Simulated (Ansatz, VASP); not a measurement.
# Na3Si3BO9 (sodium borosilicate glass) in two plane-wave programs

Wanted: the spread between two codes on one cell, functional and k mesh. Of the first pair: The structure shown is the start of the Ansatz relaxation below; VASP solves that cell, so the two are compared at the walk's first step.

Main program and level: Ansatz 0.2.0; plane waves, with VASP 6.6.1 beside it; single point at r2SCAN.

### Step 1. The structure

The cell holds 80 atoms: 15 Na, 5 B, 15 Si and 45 O. Its edges and angles: a = 10.014 Å, b = 10.513 Å, c = 10.528 Å, α = 90.0°, β = 90.0°, γ = 90.0°. As first built, before any earlier steps moved the atoms (in the runner's words): 80 atoms (15 Na, 5 B, 15 Si, 45 O) placed at random at 2.51 g/cm^3 and pushed apart to contact distance.

### Step 2. Ansatz: relaxation, r2SCAN

Ansatz runs on its default PAW (the set named soft_2) files.

The two programs are compared at the cell with which this relaxation starts, whose forces are those of its first step.

The input, input.yaml:

```yaml
crystal:
  lattice:
    - [10.01399, 0.0, 0.0]
    - [0.0, 10.51314, 0.0]
    - [0.0, 0.0, 10.52771]
  atoms:
    - { symbol: Na, position: [0.51527, 0.98099, 0.24725] }
    - { symbol: Na, position: [0.02389, 0.5998, 0.61247] }
    - { symbol: Na, position: [0.60935, 0.42446, 0.56707] }
    - { symbol: Na, position: [0.16524, 0.0732, 0.42552] }
    - { symbol: Na, position: [0.36411, 0.19083, 0.68758] }
    - { symbol: Na, position: [0.2908, 0.6582, 0.42002] }
    - { symbol: Na, position: [0.46245, 0.9803, 0.51987] }
    - { symbol: Na, position: [0.91111, 0.47382, 0.13446] }
    - { symbol: Na, position: [0.13174, 0.46958, 0.85998] }
    - { symbol: Na, position: [0.5059, 0.3653, 0.92698] }
    - { symbol: Na, position: [0.65929, 0.13266, 0.77835] }
    - { symbol: Na, position: [0.44523, 0.55851, 0.17189] }
    - { symbol: Na, position: [0.20986, 0.32701, 0.10811] }
    - { symbol: Na, position: [0.26297, 0.80495, 0.77781] }
    - { symbol: Na, position: [0.64829, 0.36631, 0.26117] }
    - { symbol: B, position: [0.78298, 0.64518, 0.83187] }
    - { symbol: B, position: [0.12715, 0.02131, 0.70785] }
    - { symbol: B, position: [0.89262, 0.21665, 0.04804] }
    - { symbol: B, position: [0.88285, 0.23778, 0.28747] }
    - { symbol: B, position: [0.04583, 0.09406, 0.1832] }
    - { symbol: Si, position: [0.48188, 0.93518, 0.94082] }
    - { symbol: Si, position: [0.81346, 0.86531, 0.46772] }
    - { symbol: Si, position: [0.35371, 0.50952, 0.69638] }
    - { symbol: Si, position: [0.98815, 0.24036, 0.64743] }
    - { symbol: Si, position: [0.83282, 0.38322, 0.84713] }
    - { symbol: Si, position: [0.85731, 0.79714, 0.20826] }
    - { symbol: Si, position: [0.9083, 0.87043, 0.74941] }
    - { symbol: Si, position: [0.22318, 0.88338, 0.11461] }
    - { symbol: Si, position: [0.77502, 0.98015, 0.98882] }
    - { symbol: Si, position: [0.3663, 0.2791, 0.34477] }
    - { symbol: Si, position: [0.73213, 0.14172, 0.50322] }
    - { symbol: Si, position: [0.08284, 0.38818, 0.40234] }
    - { symbol: Si, position: [0.11719, 0.67755, 0.10983] }
    - { symbol: Si, position: [0.6147, 0.70199, 0.36313] }
    - { symbol: Si, position: [0.56974, 0.65067, 0.8585] }
    - { symbol: O, position: [0.15082, 0.537, 0.06791] }
    - { symbol: O, position: [0.95108, 0.35903, 0.31513] }
    - { symbol: O, position: [0.91709, 0.33007, 0.96912] }
    - { symbol: O, position: [0.85971, 0.15435, 0.60576] }
    - { symbol: O, position: [0.40731, 0.33955, 0.49698] }
    - { symbol: O, position: [0.7919, 0.93408, 0.83788] }
    - { symbol: O, position: [0.43342, 0.33835, 0.21835] }
    - { symbol: O, position: [0.20582, 0.31773, 0.32452] }
    - { symbol: O, position: [0.59747, 0.17079, 0.57616] }
    - { symbol: O, position: [0.86384, 0.90415, 0.09425] }
    - { symbol: O, position: [0.83956, 0.53758, 0.88098] }
    - { symbol: O, position: [0.70608, 0.74841, 0.23102] }
    - { symbol: O, position: [0.38333, 0.12864, 0.3687] }
    - { symbol: O, position: [0.48603, 0.79395, 0.37371] }
    - { symbol: O, position: [0.91391, 0.85269, 0.34436] }
    - { symbol: O, position: [0.96022, 0.68422, 0.1615] }
    - { symbol: O, position: [0.80973, 0.12759, 0.97532] }
    - { symbol: O, position: [0.09738, 0.53544, 0.42812] }
    - { symbol: O, position: [0.68934, 0.3382, 0.80744] }
    - { symbol: O, position: [0.59345, 0.55218, 0.35447] }
    - { symbol: O, position: [0.54012, 0.56984, 0.98328] }
    - { symbol: O, position: [0.22923, 0.99361, 0.63254] }
    - { symbol: O, position: [0.36462, 0.47284, 0.53425] }
    - { symbol: O, position: [0.33504, 0.38541, 0.78372] }
    - { symbol: O, position: [0.72022, 0.991, 0.45222] }
    - { symbol: O, position: [0.72358, 0.73784, 0.4818] }
    - { symbol: O, position: [0.90248, 0.88313, 0.59541] }
    - { symbol: O, position: [0.8225, 0.25212, 0.16312] }
    - { symbol: O, position: [0.49164, 0.79561, 0.86774] }
    - { symbol: O, position: [0.36853, 0.92638, 0.06157] }
    - { symbol: O, position: [0.1469, 0.99912, 0.18904] }
    - { symbol: O, position: [0.07534, 0.29063, 0.52869] }
    - { symbol: O, position: [0.23198, 0.61005, 0.70101] }
    - { symbol: O, position: [0.88405, 0.71789, 0.77488] }
    - { symbol: O, position: [0.22312, 0.75426, 0.21149] }
    - { symbol: O, position: [0.08211, 0.14637, 0.73271] }
    - { symbol: O, position: [0.94478, 0.36961, 0.72679] }
    - { symbol: O, position: [0.02789, 0.15921, 0.07266] }
    - { symbol: O, position: [0.45486, 0.04898, 0.84637] }
    - { symbol: O, position: [0.13849, 0.80009, 0.0057] }
    - { symbol: O, position: [0.77023, 0.2262, 0.37968] }
    - { symbol: O, position: [0.97832, 0.12524, 0.29226] }
    - { symbol: O, position: [0.50119, 0.58439, 0.72667] }
    - { symbol: O, position: [0.05782, 0.92366, 0.77841] }
    - { symbol: O, position: [0.61899, 0.95529, 0.02864] }
kpoints:
  mp_grid: { grid: [1, 1, 1] }
hamiltonian:
  xc: r2scan
scf:
  occupations: { method: fixed }
output:
  forces: true
  stress: true
relax:
  f_tol: 0.04
  max_steps: 60
  cell: { stress_tol: 0.1, fix: [alpha, beta, gamma] }
```

On the command line:

```sh
$ ansatz run input.yaml --threads 8 --pin off --max-ram 15360MiB --backend cpu --events-out ev --progress --plain --runs-dir out
```

Numbers of over 12 decimals in the logs are rounded to 6 here.

The log of the run:

```text
The last accepted step is kept in <dir> (removed where the run ends without a failure and the disk answers)
Engine: ansatz 0.2.0, x86_64-unknown-linux-gnu
Pseudopotentials: kind: paw
Pseudopotential: Na, paw, valence charge 9, recommended cutoff 500 eV (meta_gga), Na.paw.azcp
Pseudopotential: B, paw, valence charge 3, recommended cutoff 500 eV (meta_gga), B.paw.azcp
Pseudopotential: Si, paw, valence charge 4, recommended cutoff 500 eV (meta_gga), Si.paw.azcp
Pseudopotential: O, paw, valence charge 6, recommended cutoff 500 eV (meta_gga), O.paw.azcp
Functional definition: r2SCAN
  parameter k0 = 0.174
  parameter k1 = 0.065
  parameter a1 = 4.9479
  exchange = r2scan_x(k0 = k0, k1 = k1, a1 = a1)
  correlation = r2scan_c
Crystal: 80 atoms, lattice volume = 1108.341 Å³
Basis set: ecut = 500 eV, 28233 PW (Γ), exchange–correlation on 300×320×320 points (64 copies of the dense FFT grid, shifted against one another)
Bands: 320, of which v1, the nominal top of the filled ones, is band 240 counted from 1 (239 counted from 0)
Symmetry: 1 space group operations
Space group: P1 (ITA 1), of the structure as read, at distance tolerance 1.0e-4 Å
k-points: 1
Non-local potential: Na, projectors of the file, l = 0: 3, l = 1: 2, l = 2: 1
Non-local potential: B, projectors of the file, l = 0: 2, l = 1: 2, l = 2: 1
Non-local potential: Si, projectors of the file, l = 0: 2, l = 1: 2, l = 2: 2
Non-local potential: O, projectors of the file, l = 0: 2, l = 1: 2, l = 2: 1
PAW form: soft (Blöchl's): semilocal exchange-correlation on the pseudo side does not see the compensation charge
PAW frozen core: Na, regenerated for the run's functional (the file was generated under x = pbe(κ = 0.804, μ = 0.219515), c = pbe(β = 0.066725))
PAW frozen core: B, regenerated for the run's functional (the file was generated under x = pbe(κ = 0.804, μ = 0.219515), c = pbe(β = 0.066725))
PAW frozen core: Si, regenerated for the run's functional (the file was generated under x = pbe(κ = 0.804, μ = 0.219515), c = pbe(β = 0.066725))
PAW frozen core: O, regenerated for the run's functional (the file was generated under x = pbe(κ = 0.804, μ = 0.219515), c = pbe(β = 0.066725))
PAW one-centre angular grid: Na, 302 points (default); XC on 339 of its mesh's 2595 points in the sphere
PAW one-centre angular grid: B, 302 points (default); XC on 160 Gauss nodes
PAW one-centre angular grid: Si, 302 points (default); XC on 160 Gauss nodes
PAW one-centre angular grid: O, 302 points (default); XC on 160 Gauss nodes
Initial density: superposition of atomic densities (neutral atoms: chi_scale 0, normalization atom), corrected by the library's trained network
Initial wavefunctions: pseudopotential atomic-orbital guess
Functional: x = r2scan, c = r2scan; τ floored in thin density (d = 2e-4 eV/Å³)
SCF iter   1: F=—  HF=-58366.246008 eV  |F-HF|=—  |Δ(HF+E_count)|=         —  Δρ=8.63e-3  dr2=7.74e-1  dr2_τ=5.45e0  ethr=1.77e-3  ⟨swp⟩=5.0  Hψ=1003  notcnv=0  defer=78
preconditioner: auto → Resta (q_TF=auto, 2.373 Å⁻¹)  ε∞=2.4  [insulator: Δε(μ)=4.052 eV  Ē_g=19.670 eV  n_scr=250 (ndim 8)  ℏωp=23.7 eV  f_vac=0.194  ε∞_Penn≈2.4]
SCF iter   2: F=—  HF=-58368.114084 eV  |F-HF|=—  |Δ(HF+E_count)|=    1.87e0  Δρ=4.71e-3  dr2=1.46e-1  dr2_τ=2.00e-2  ethr=1.61e-4  ⟨swp⟩=3.0  Hψ=559  notcnv=0  defer=78
SCF iter   3: F=—  HF=-58368.104404 eV  |F-HF|=—  |Δ(HF+E_count)|=   9.68e-3  Δρ=1.50e-3  dr2=2.15e-2  dr2_τ=2.97e-3  ethr=3.05e-5  ⟨swp⟩=2.0  Hψ=390  notcnv=0  defer=70
automatic band count: iteration 3 solves 312 bands in place of 320: the levels show a gap, and the empty bands left out lie too high to hold charge; the band table lists the bands solved (type scf.n_extra_bands for more)
SCF iter   4: F=—  HF=-58368.103071 eV  |F-HF|=—  |Δ(HF+E_count)|=   1.33e-3  Δρ=6.27e-4  dr2=3.26e-3  dr2_τ=5.80e-4  ethr=4.47e-6  ⟨swp⟩=3.0  Hψ=407  notcnv=0  defer=70
SCF iter   5: F=—  HF=-58368.102744 eV  |F-HF|=—  |Δ(HF+E_count)|=   3.27e-4  Δρ=1.55e-4  dr2=2.45e-4  dr2_τ=2.69e-5  ethr=6.79e-7  ⟨swp⟩=3.0  Hψ=406  notcnv=0  defer=70
SCF iter   6: F=—  HF=-58368.102877 eV  |F-HF|=—  |Δ(HF+E_count)|=   1.33e-4  Δρ=7.06e-5  dr2=5.54e-5  dr2_τ=6.49e-6  ethr=5.10e-8  ⟨swp⟩=3.0  Hψ=408  notcnv=0  defer=70
SCF iter   7: F=—  HF=-58368.102389 eV  |F-HF|=—  |Δ(HF+E_count)|=   4.87e-4  Δρ=2.25e-5  dr2=5.67e-6  dr2_τ=6.16e-7  ethr=1.15e-8  ⟨swp⟩=3.0  Hψ=475  notcnv=0  defer=70
SCF iter   8: F=—  HF=-58368.102394 eV  |F-HF|=—  |Δ(HF+E_count)|=   4.84e-6  Δρ=1.21e-5  dr2=1.50e-6  dr2_τ=1.74e-7  ethr=1.18e-9  ⟨swp⟩=3.0  Hψ=421  notcnv=0  defer=70
SCF iter   9: F=—  HF=-58368.102395 eV  |F-HF|=—  |Δ(HF+E_count)|=   5.18e-7  Δρ=3.15e-6  dr2=1.08e-7  dr2_τ=1.12e-8  ethr=3.12e-10  ⟨swp⟩=2.0  Hψ=414  notcnv=0  defer=70
[...]
atom  52  O     -0.00696998     0.00060191    -0.01350734
  atom  53  O     -0.00150174     0.00660157     0.01060389
  atom  54  O     -0.00047142     0.00301921    -0.00395918
  atom  55  O      0.00930859     0.00722634    -0.00058844
  atom  56  O      0.00570948     0.00714684    -0.00168885
  atom  57  O     -0.02555436     0.00640146     0.00159991
  atom  58  O      0.00469790    -0.00524888    -0.00431713
  atom  59  O     -0.00818288    -0.00017357     0.01167097
  atom  60  O      0.00158989    -0.00393414    -0.00235786
  atom  61  O     -0.00304358    -0.00688077    -0.00210219
  atom  62  O     -0.00133879    -0.01888211    -0.01036212
  atom  63  O     -0.00508651    -0.00522082    -0.01562037
  atom  64  O      0.01164351    -0.00371831    -0.01276210
  atom  65  O      0.00377911    -0.01244194     0.00070056
  atom  66  O      0.00171523    -0.01398983    -0.01994119
  atom  67  O     -0.00215967     0.01503561     0.03786268
  atom  68  O      0.00392232    -0.00722123    -0.00147882
  atom  69  O     -0.00635663    -0.02497572     0.00126182
  atom  70  O     -0.00145975    -0.00683966    -0.00219236
  atom  71  O     -0.00993124     0.00707495    -0.00242773
  atom  72  O     -0.00059989     0.00181290    -0.00588745
  atom  73  O     -0.00575937    -0.00234914    -0.00031830
  atom  74  O      0.00554808     0.00045245     0.00291388
  atom  75  O     -0.00185010    -0.00513134    -0.01595132
  atom  76  O      0.00053517    -0.00039005     0.00854829
  atom  77  O     -0.00197255    -0.01613301    -0.00303946
  atom  78  O      0.00298310     0.00558723    -0.00716783
  atom  79  O     -0.01039531    -0.00657396    -0.00047263
  atom  80  O      0.01336088     0.00411344     0.00430023
  max |Σ_I F_I| component: 1.16e-4 eV/Å
--- Stress (GPa, compression-positive) ---
        0.016381       0.879079       0.813049
        0.879078      -0.002269      -0.803759
        0.813045      -0.803754       0.010556
  P = ⅓ Tr σ = 0.0082 GPa (0.082 kbar)
--- Relaxed structure (45 steps of the walk, 43 accepted, 1 SCFs on fresh bases) ---
  F+E_penalty+E_count = -58369.09709034 eV   max|allowed force component| = 3.786e-2 eV/Å   (the final SCF, on the basis selected at the relaxed cell)
  cell:  # Å, volume = 1053.1296 Å³
    - [9.652816, 0, 0]
    - [0, 10.417893, 0]
    - [0, 0, 10.472441]
  atoms:
    - { symbol: Na, position: [0.501277, 1.055139, 0.238376] }
    - { symbol: Na, position: [0.058617, 0.656293, 0.613360] }
    - { symbol: Na, position: [0.616158, 0.381961, 0.629924] }
    - { symbol: Na, position: [0.160864, 0.021838, 0.415476] }
    - { symbol: Na, position: [0.366675, 0.196249, 0.641863] }
    - { symbol: Na, position: [0.297316, 0.648821, 0.392576] }
    - { symbol: Na, position: [0.457284, 0.968244, 0.512113] }
    - { symbol: Na, position: [0.783392, 0.516178, 0.119440] }
    - { symbol: Na, position: [0.142163, 0.460364, 0.854460] }
    - { symbol: Na, position: [0.513142, 0.335957, 0.935464] }
    - { symbol: Na, position: [0.647267, 0.112125, 0.782133] }
    - { symbol: Na, position: [0.414069, 0.526442, 0.136314] }
    - { symbol: Na, position: [0.111645, 0.369779, 0.139289] }
    - { symbol: Na, position: [0.284293, 0.806999, 0.787793] }
    - { symbol: Na, position: [0.625672, 0.394900, 0.324623] }
    - { symbol: B, position: [0.815706, 0.629734, 0.827490] }
    - { symbol: B, position: [0.144515, -0.00932792, 0.666348] }
    - { symbol: B, position: [0.881753, 0.224698, 0.067903] }
    - { symbol: B, position: [0.875814, 0.245137, 0.299800] }
    - { symbol: B, position: [0.048898, 0.105670, 0.196600] }
    - { symbol: Si, position: [0.489364, 0.916598, 0.948726] }
    - { symbol: Si, position: [0.803853, 0.855155, 0.460352] }
    - { symbol: Si, position: [0.371170, 0.510474, 0.702322] }
    - { symbol: Si, position: [1.003003, 0.222658, 0.644123] }
    - { symbol: Si, position: [0.849992, 0.358787, 0.856030] }
    - { symbol: Si, position: [0.861859, 0.797300, 0.198222] }
    - { symbol: Si, position: [0.909469, 0.870475, 0.750232] }
    - { symbol: Si, position: [0.224762, 0.890752, 0.117944] }
    - { symbol: Si, position: [0.784082, 0.989760, 0.989779] }
    - { symbol: Si, position: [0.354448, 0.289280, 0.359278] }
    - { symbol: Si, position: [0.737053, 0.135226, 0.511465] }
    - { symbol: Si, position: [0.061259, 0.417073, 0.410865] }
    - { symbol: Si, position: [0.121470, 0.683820, 0.096595] }
    - { symbol: Si, position: [0.586147, 0.731154, 0.323763] }
    - { symbol: Si, position: [0.601055, 0.629452, 0.874375] }
    - { symbol: O, position: [0.180112, 0.550955, 0.052653] }
    - { symbol: O, position: [0.942942, 0.373154, 0.306255] }
    - { symbol: O, position: [0.894056, 0.352492, 1.006313] }
    - { symbol: O, position: [0.868612, 0.134379, 0.613027] }
    - { symbol: O, position: [0.433885, 0.368066, 0.490876] }
    - { symbol: O, position: [0.794643, 0.938084, 0.840395] }
    - { symbol: O, position: [0.438159, 0.311569, 0.229508] }
    - { symbol: O, position: [0.204543, 0.361272, 0.345041] }
    - { symbol: O, position: [0.596842, 0.159867, 0.583873] }
    - { symbol: O, position: [0.875138, 0.914403, 0.095317] }
    - { symbol: O, position: [0.879257, 0.512971, 0.824220] }
    - { symbol: O, position: [0.706207, 0.744949, 0.204928] }
    - { symbol: O, position: [0.349950, 0.144546, 0.407595] }
    - { symbol: O, position: [0.482114, 0.848665, 0.331811] }
    - { symbol: O, position: [0.912991, 0.841782, 0.340455] }
    - { symbol: O, position: [0.957950, 0.680622, 0.141578] }
    - { symbol: O, position: [0.818950, 0.137571, 0.975637] }
    - { symbol: O, position: [0.071348, 0.565731, 0.430059] }
    - { symbol: O, position: [0.702743, 0.316958, 0.810424] }
    - { symbol: O, position: [0.525149, 0.590910, 0.310345] }
    - { symbol: O, position: [0.588833, 0.531970, 0.991018] }
    - { symbol: O, position: [0.230362, 0.919451, 0.599920] }
    - { symbol: O, position: [0.371731, 0.489779, 0.538640] }
    - { symbol: O, position: [0.360670, 0.374420, 0.771259] }
[...]
- { symbol: O, position: [0.025900, 0.174624, 0.089380] }
    - { symbol: O, position: [0.447398, -0.0043627, 0.826742] }
    - { symbol: O, position: [0.141895, 0.813285, 0.00175553] }
    - { symbol: O, position: [0.773753, 0.240312, 0.404125] }
    - { symbol: O, position: [0.985090, 0.137052, 0.308932] }
    - { symbol: O, position: [0.524128, 0.577529, 0.741041] }
    - { symbol: O, position: [0.057571, 0.939276, 0.762244] }
    - { symbol: O, position: [0.622802, 0.974323, 0.027293] }
```

(Part 1 of 3 ends here.)

[Lines on the potential files, build, host, timing and source positions are cut from VASP's logs without a mark.]

[Logs are printed without paths, hosts, clocks, repeated set-up lines and the standing remarks that a program may print on its own settings, such as how far it seeks lower states.]

[Hosts, paths, dates, database ids (printed as entryN), source tags and the programs' standing remarks are cut or masked in the printed files.]
